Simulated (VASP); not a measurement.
Given:

```xyz
1
Lattice="0.0000 2.4899 2.4899 2.4899 0.0000 2.4899 2.4899 2.4899 0.0000" Properties=species:S:1:pos:R:3 pbc="T T T"
Pb     0.0000     0.0000     0.0000
```

The numbers are results of rev-vdW-DF2, VASP's PBE PAW potentials (set 64) (plane waves; VASP 6.6.1), not measurements. Numerical set-up: 520 eV cut-off, Gaussian smearing of 0.050 eV, potentials Pb_d.

Unless said otherwise, spin-orbit coupling is left out, though it shifts the bands of the heavy elements here.

### Question
What does the run give for the band gap (along the path) with the smallest direct gap where there is one?

### Answer

The band gap (along the path) comes out as none (metal, semimetal or under 0.01 eV).

Total energies compare only between runs with the same potentials, cut-off and functional.

The compound is Pb in the fcc structure. It was relaxed first.
